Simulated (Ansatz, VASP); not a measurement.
**Mo (Mo(111), 9 layers) in two plane-wave programs**

Wanted: the spread between two codes on one cell, functional and k mesh. Of the first pair: The structure shown is the start of the Ansatz relaxation below; VASP solves that cell, so the two are compared at the walk's first step.

Calculated with Ansatz 0.2.0; plane waves, with VASP 6.6.1 beside it; single point at PBE.

## Step 1: The structure

The cell holds 9 atoms: 9 Mo. Cell: a = 4.455 Å, b = 4.455 Å, c = 23.275 Å, α = 90.0°, β = 90.0°, γ = 60.0°. Vacuum lies along c.

## Step 2: Ansatz: relaxation, PBE

Ansatz runs on its default PAW (the set named soft_2) files.

The two programs are compared at the cell with which this relaxation starts, whose forces are those of its first step.

input.yaml

```yaml
crystal:
  lattice:
    - [4.4547727215, 0.0, 0.0]
    - [2.2273863607, 3.8579463449, 0.0]
    - [0.0, 0.0, 23.2746133918]
  atoms:
    - { symbol: Mo, position: [0.3333333333, 0.3333333333, 0.3437221433] }
    - { symbol: Mo, position: [0.6666666667, 0.6666666667, 0.3827916075] }
    - { symbol: Mo, position: [0.0, 0.0, 0.4218610717] }
    - { symbol: Mo, position: [0.3333333333, 0.3333333333, 0.4609305358] }
    - { symbol: Mo, position: [0.6666666667, 0.6666666667, 0.5] }
    - { symbol: Mo, position: [0.0, 0.0, 0.5390694642] }
    - { symbol: Mo, position: [0.3333333333, 0.3333333333, 0.5781389283] }
    - { symbol: Mo, position: [0.6666666667, 0.6666666667, 0.6172083925] }
    - { symbol: Mo, position: [0.0, 0.0, 0.6562778567] }
kpoints:
  mp_grid: { grid: [6, 6, 1] }
hamiltonian:
  xc: pbe
scf:
  occupations: { method: fermi_dirac, width: 0.1 }
  convergence: { dr2_threshold: 1.0e-08 }
efield:
  axis: 3
  dipole_correction: true
  ramp_position: 0.97
  ramp_width: 0.04
relax:
  f_tol: 0.01
  constraints: [{ sites: [2, 3, 4, 5, 6] }]
output:
  write_potential: true
  write_density: true
  volumetric_format: npy
```

On the command line:

```sh
> ansatz run input.yaml --threads 4 --pin off --max-ram 8192MiB --backend cpu --events-out ev --progress --plain --runs-dir out
```

Numbers of over 12 decimals in the logs are rounded to 6 here.

The program printed:

```text
Engine: ansatz 0.2.0, aarch64-unknown-linux-gnu
Pseudopotentials: kind: paw
Pseudopotential: Mo, paw, valence charge 14, recommended cutoff 420 eV (normal), Mo.paw.azcp
Functional definition: PBE
  parameter kappa = 0.804
  parameter beta = 0.066725
  exchange = pbe_x(kappa = kappa, mu = beta*pi^2/3)
  correlation = pbe_c(beta = beta)
Crystal: 9 atoms, lattice volume = 400.004 Å³
Basis set: ecut = 420 eV, 7859 PW (Γ), exchange–correlation on 60×60×320 points (8 copies of the dense FFT grid, shifted against one another)
Bands: 76, of which v1, the nominal top of the filled ones, is band 63 counted from 1 (62 counted from 0)
Symmetry: 6 space group operations
k-points: 7 of 36 (time reversal used)
Non-local potential: Mo, projectors of the file, l = 0: 3, l = 1: 2, l = 2: 2, l = 3: 1
PAW form: soft (Blöchl's): semilocal exchange-correlation on the pseudo side does not see the compensation charge
PAW one-centre angular grid: Mo, 590 points (default); XC on 64 Gauss nodes
Initial density: superposition of atomic densities (neutral atoms: chi_scale 0, normalization atom), corrected by the library's trained network
Initial wavefunctions: pseudopotential atomic-orbital guess
Functional: x = pbe(κ = 0.804, μ = 0.219515), c = pbe(β = 0.066725)
SCF iter   1: F=—  HF=-44597.113935 eV  |F-HF|=—  |Δ(HF+E_count)|=         —  Δρ=6.32e-3  dr2=7.24e-1  ethr=1.77e-3  p=-0.000 e·Å  D=-7.56e-5 V/Å  ΔV_dip=0.00 eV  dr2_dipole=1.18e-5  V_vac-E_F(+/−)=3.65/3.65 eV  ⟨swp⟩=9.0  Hψ=2506  notcnv=0
efield: sawtooth ramp at fractional position 0.9700 (set: `efield.ramp_position`, or a place that a band, a saddle search or an elastic batch's reference lends), width 0.0400; the density the first Hamiltonian is built on has a dipole p = -0.000 e·Å; the dipole correction subtracts the counter field D = -7.56e-5 V/Å, which shifts the + side's vacuum level by +0.00 eV against the − side's; the planar-averaged density in the ramp window peaks in size at 1.4e-5 e/Å³
preconditioner: auto → LDOS  [metal: Δε(μ)=0.007 eV  Ē_g=3.584 eV  σ=0.100 eV  W_gap=0.02  n_scr=82 (ndim 8)  ℏωp=13.6 eV  f_vac=0.554  D(μ)=9.38/eV (n_scr^D=68)  β→1.0]
SCF iter   2: F=—  HF=-44597.104928 eV  |F-HF|=—  |Δ(HF+E_count)|=   9.01e-3  Δρ=4.08e-3  dr2=1.51e-1  ethr=5.74e-4  p=-0.000 e·Å  D=-6.90e-5 V/Å  ΔV_dip=0.00 eV  dr2_dipole=3.81e-5  V_vac-E_F(+/−)=3.62/3.61 eV  ⟨swp⟩=2.0  Hψ=741  notcnv=0
SCF iter   3: F=—  HF=-44597.089685 eV  |F-HF|=—  |Δ(HF+E_count)|=   1.52e-2  Δρ=1.09e-3  dr2=1.11e-2  ethr=1.20e-4  p=-0.000 e·Å  D=-3.21e-5 V/Å  ΔV_dip=0.00 eV  dr2_dipole=3.88e-6  V_vac-E_F(+/−)=3.62/3.62 eV  ⟨swp⟩=2.0  Hψ=799  notcnv=0
SCF iter   4: F=—  HF=-44597.088744 eV  |F-HF|=—  |Δ(HF+E_count)|=   9.42e-4  Δρ=1.61e-4  dr2=2.53e-4  ethr=8.82e-6  p=-0.000 e·Å  D=-1.73e-5 V/Å  ΔV_dip=0.00 eV  dr2_dipole=1.18e-6  V_vac-E_F(+/−)=3.62/3.62 eV  ⟨swp⟩=2.6  Hψ=752  notcnv=0
SCF iter   5: F=—  HF=-44597.088767 eV  |F-HF|=—  |Δ(HF+E_count)|=   2.38e-5  Δρ=6.02e-5  dr2=2.75e-5  ethr=2.01e-7  p=-0.000 e·Å  D=-5.32e-6 V/Å  ΔV_dip=0.00 eV  dr2_dipole=6.36e-8  V_vac-E_F(+/−)=3.62/3.62 eV  ⟨swp⟩=2.6  Hψ=787  notcnv=0
SCF iter   6: F=—  HF=-44597.088807 eV  |F-HF|=—  |Δ(HF+E_count)|=   3.97e-5  Δρ=3.04e-5  dr2=7.50e-6  ethr=2.18e-8  p=0.000 e·Å  D=4.51e-7 V/Å  ΔV_dip=-0.00 eV  dr2_dipole=1.74e-10  V_vac-E_F(+/−)=3.63/3.63 eV  ⟨swp⟩=2.0  Hψ=746  notcnv=0
SCF iter   7: F=—  HF=-44597.089303 eV  |F-HF|=—  |Δ(HF+E_count)|=   4.96e-4  Δρ=1.07e-5  dr2=1.19e-6  ethr=5.95e-9  p=0.000 e·Å  D=2.46e-6 V/Å  ΔV_dip=-0.00 eV  dr2_dipole=2.34e-9  V_vac-E_F(+/−)=3.63/3.63 eV  ⟨swp⟩=2.0  Hψ=699  notcnv=0
SCF iter   8: F=—  HF=-44597.089304 eV  |F-HF|=—  |Δ(HF+E_count)|=   3.06e-7  Δρ=4.59e-6  dr2=1.75e-7  ethr=9.47e-10  p=0.000 e·Å  D=3.17e-6 V/Å  ΔV_dip=-0.00 eV  dr2_dipole=5.02e-10  V_vac-E_F(+/−)=3.63/3.63 eV  ⟨swp⟩=2.1  Hψ=750  notcnv=0
SCF iter   9: F=—  HF=-44597.089304 eV  |F-HF|=—  |Δ(HF+E_count)|=   9.68e-8  Δρ=1.60e-6  dr2=2.33e-8  ethr=1.39e-10  p=0.000 e·Å  D=3.51e-6 V/Å  ΔV_dip=-0.00 eV  dr2_dipole=1.82e-11  V_vac-E_F(+/−)=3.63/3.63 eV  ⟨swp⟩=2.6  Hψ=882  notcnv=0
SCF iter  10: F=-44597.089304 eV  HF=-44597.089304 eV  |F-HF|=2.31e-9  |Δ(HF+E_count)|=   1.95e-8  Δρ=5.57e-7  dr2=2.36e-9  ethr=7.94e-12  p=0.000 e·Å  D=3.72e-6 V/Å  ΔV_dip=-0.00 eV  dr2_dipole=5.24e-13  V_vac-E_F(+/−)=3.63/3.63 eV  ⟨swp⟩=10.1  Hψ=3678  notcnv=0
SCF 1 converged in 10 iterations: F = -44597.089304 eV  dr2 = 2.36e-9
  greatest PAW one-centre occupation: 0.998 electrons in one spin orbital (limit 2), on the Mo atom at site 1 (counted from 0), in its partial waves of l = 0
relax step   1: F+E_penalty+E_count = -44597.08930388 eV  Δ(F+E_penalty+E_count) = +0.000e0 eV  max|allowed force component| = 1.927e0 eV/Å  Δτ_max = 0.0000 Å  (10 SCF iters, accepted)
Initial density: handed on by an earlier stage of this run
Initial wavefunctions: those handed on with the density
[...]
SCF iter   4: F=—  HF=-44597.606235 eV  |F-HF|=—  |Δ(HF+E_count)|=   6.33e-6  Δρ=7.26e-6  dr2=4.38e-7  ethr=9.60e-9  p=0.000 e·Å  D=2.72e-6 V/Å  ΔV_dip=-0.00 eV  dr2_dipole=1.79e-10  V_vac-E_F(+/−)=3.88/3.88 eV  ⟨swp⟩=2.1  Hψ=677  notcnv=0
SCF iter   5: F=—  HF=-44597.606733 eV  |F-HF|=—  |Δ(HF+E_count)|=   4.98e-4  Δρ=2.00e-6  dr2=3.15e-8  ethr=3.48e-10  p=0.000 e·Å  D=2.46e-6 V/Å  ΔV_dip=-0.00 eV  dr2_dipole=2.43e-12  V_vac-E_F(+/−)=3.88/3.88 eV  ⟨swp⟩=3.1  Hψ=941  notcnv=0
SCF iter   6: F=-44597.606733 eV  HF=-44597.606733 eV  |F-HF|=1.80e-9  |Δ(HF+E_count)|=   3.49e-8  Δρ=9.74e-7  dr2=8.35e-9  ethr=7.94e-12  p=0.000 e·Å  D=2.32e-6 V/Å  ΔV_dip=-0.00 eV  dr2_dipole=3.57e-12  V_vac-E_F(+/−)=3.88/3.88 eV  ⟨swp⟩=10.4  Hψ=3935  notcnv=0
SCF 6 converged in 6 iterations: F = -44597.606733 eV  dr2 = 8.35e-9
relax step   6: F+E_penalty+E_count = -44597.60673292 eV  Δ(F+E_penalty+E_count) = -5.784e-5 eV  max|allowed force component| = 1.343e-4 eV/Å  Δτ_max = 0.0014 Å  (6 SCF iters, accepted)
NSCF: frozen V_eff on 7 k-points
the band table was solved once a step of the walk had ended and its energy, with any forces and stress, was formed, with the checks that follow a solve (2308 applications of the Hamiltonian). They found nothing against the state; the energy, forces and stress were not computed again (output.eigenvalues in the input reference)
WARN: The output density's exchange-correlation potential varies sharply where the density is thin. Do not read a vacuum level from v_tot or v_xc, or from such a field of the output density. On a cell that repeats whose density bears no net charge and no dipole along the vacuum's axis use v_es (v_loc + v_h of the components); under efield.dipole_correction with no amplitude use v_es + v_field, which holds any externa [...]
SCF converged after 6 iterations
Free energy (F): -44597.606733 eV
Harris-Foulkes:  -44597.606733 eV  (|F-HF|=1.80e-9)
Internal energy: -44597.349624 eV  (E = F + TS)
E sigma→0 (E₀):  -44597.478178 eV
Entropy (-TS):   -0.257109 eV (-28.568 meV/atom)
Fermi energy:    4.961640 eV
Dipole field:    D = 0.000004 V/Å  (p = 0.000009 e·Å, saw-weighted, corrected)
Work function:   Φ+ = 3.8758 eV   Φ− = 3.8759 eV
Levels:          The Fermi level and band energies are counted from a zero that moves with the ramp; work functions are not
--- Per-component energies (eV) ---
  E_band       = -2508.954910
  E_kinetic    = 3966.545171
  E_local      = -149147.320916  (includes V_loc(G=0)·N_el)
  E_nonlocal   = 1293.515008
  E_hartree    = 72365.290316
  E_xc         = -1645.511721
  E_vxc        = -2052.982932  (∫ρ·V_xc dr)
  E_paw        = -28813.946156  (= ΣΔE_a)
  E_vpaw       = -1299.286327  (= ΣTr[D̂ρ^β])
  E_aug_tail   = 0.000394  (compensation charges beyond the density's cutoff)
  E_efield     = 0.000000  (sawtooth field / dipole correction)
  E_vefield    = -0.000121  (∫n·V_field dr)
  E_ewald      = 57384.078280
  E_smearing   = -0.257109  (= −TS)
  E_closure    = 0.000000  (closes the sum)
  Σ components = -44597.606733   (vs F -44597.606733, Δ=0.00e0)
--- Forces (eV/Å), atoms counted from 1 ---
  atom   1  Mo     0.00000000     0.00000000     0.00007099
  atom   2  Mo    -0.00000000     0.00000000    -0.00013303
  atom   3  Mo    -0.00000000    -0.00000000    -0.97143985
  atom   4  Mo    -0.00000000    -0.00000000    -0.32368524
  atom   5  Mo    -0.00000000    -0.00000000    -0.00000072
  atom   6  Mo     0.00000000     0.00000000     0.32368259
  atom   7  Mo     0.00000000     0.00000000     0.97143932
  atom   8  Mo    -0.00000000    -0.00000000     0.00013434
  atom   9  Mo    -0.00000000     0.00000000    -0.00007182
  max |Σ_I F_I| component: 3.42e-6 eV/Å
--- Band table (eV; the first three rows and the last of 7) ---
  k-point 0: bands = [... 59 lower, 3.6544, 3.7274, 3.7274, 4.1946, 5.2196, 5.5557, 6.0439, 6.0439, ... 9 higher]
  k-point 1: bands = [... 59 lower, 4.0393, 4.0811, 4.3570, 4.4222, 5.2131, 5.5941, 5.6737, 5.8680, ... 9 higher]
  k-point 2: bands = [... 59 lower, 4.1919, 4.3324, 4.6288, 4.9217, 5.2464, 5.3849, 5.5996, 5.6451, ... 9 higher]
  k-point 6: bands = [... 59 lower, 4.1865, 4.4027, 4.4027, 4.5077, 4.8778, 5.2709, 5.2753, 5.2753, ... 9 higher]
--- Relaxed structure (6 steps of the walk, 5 accepted, 0 SCFs on fresh bases) ---
  F+E_penalty+E_count = -44597.60673292 eV   max|allowed force component| = 1.343e-4 eV/Å
  atoms:
    - { symbol: Mo, position: [0.333333, 0.333333, 0.354402] }
    - { symbol: Mo, position: [0.666667, 0.666667, 0.386196] }
    - { symbol: Mo, position: [0.0, 0.0, 0.421861] }
    - { symbol: Mo, position: [0.333333, 0.333333, 0.460931] }
    - { symbol: Mo, position: [0.666667, 0.666667, 0.500000] }
    - { symbol: Mo, position: [0.0, 0.0, 0.5390694642] }
    - { symbol: Mo, position: [0.333333, 0.333333, 0.578139] }
    - { symbol: Mo, position: [0.666667, 0.666667, 0.613804] }
    - { symbol: Mo, position: [0, -2.0649727726372442e-18, 0.645598] }
```

In the SCF lines HF is the Harris–Foulkes energy and dr2 the Hartree energy of the density residual, in eV; the loop may stop once dr2 is under the threshold and the program's other checks hold. Hψ counts applications of the Hamiltonian.

[end of part 1 of 3]

[Lines on the potential files, build, host, timing and source positions are cut from VASP's logs without a mark.]

[Logs are printed without paths, hosts, clocks, repeated set-up lines and the standing remarks that a program may print on its own settings, such as how far it seeks lower states.]

[Hosts, paths, dates, database ids (printed as entryN), source tags and the programs' standing remarks are cut or masked in the printed files.]
